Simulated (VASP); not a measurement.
A run of VASP 6.6.1 is set up as follows.

File INCAR:

```
  PREC = Accurate
  ENCUT = 520
  EDIFF = 1E-6
  ISMEAR = 0
  SIGMA = 0.03
  LREAL = F
  LASPH = T
  NELM = 150
  ALGO = Normal
  ISIF = 2
  LWAVE = F
  LCHARG = F
  METAGGA = R2SCAN
  LMIXTAU = T
  NBANDS = 26
  KPAR = 2
```

File KPOINTS:

```
Automatic mesh
0
Gamma
  8 8 8
```

POSCAR

```
Mg2CdS3
1.0
    1.9198610000      1.1084320000      9.6645900000
   -1.9198610000      1.1084320000      9.6645900000
    0.0000000000     -2.2168650000      9.6645900000
Mg Cd S
2 1 3
Direct
    0.1506510000      0.1506510000      0.1506510000
    0.3801730000      0.3801730000      0.3801730000
    0.9242610000      0.9242610000      0.9242610000
    0.7738410000      0.7738410000      0.7738410000
    0.5424870000      0.5424870000      0.5424870000
    0.0079870000      0.0079870000      0.0079870000
```

Potentials or basis: VASP PAW PBE potentials, release 64 (Mg, Cd, S).

The run is started by

```console
$ cat potpaw_PBE.64/Mg/POTCAR potpaw_PBE.64/Cd/POTCAR potpaw_PBE.64/S/POTCAR > POTCAR
$ mpirun -np 2 vasp_std > vasp.out
```

Problem. Estimate the largest force.

Solution. 0.086 eV/Å.

Problem. Predict the band gap on the k mesh.

Solution. 2.33 eV, direct.

Problem. What does it give for the pressure?

Solution. -1.4 GPa.

Forces in eV/Å, atoms in the order of the input:
```
Mg   0.000  0.000 -0.033
Mg   0.000  0.000 -0.010
Cd   0.000  0.000  0.016
S    0.000  0.000  0.038
S    0.000  0.000  0.075
S    0.000  0.000 -0.086
```

Caveat: the PAW data sets were made with another functional, which shifts forces and pressure a little. r2SCAN opens gaps a little over a GGA but as a rule still falls short of measured ones.
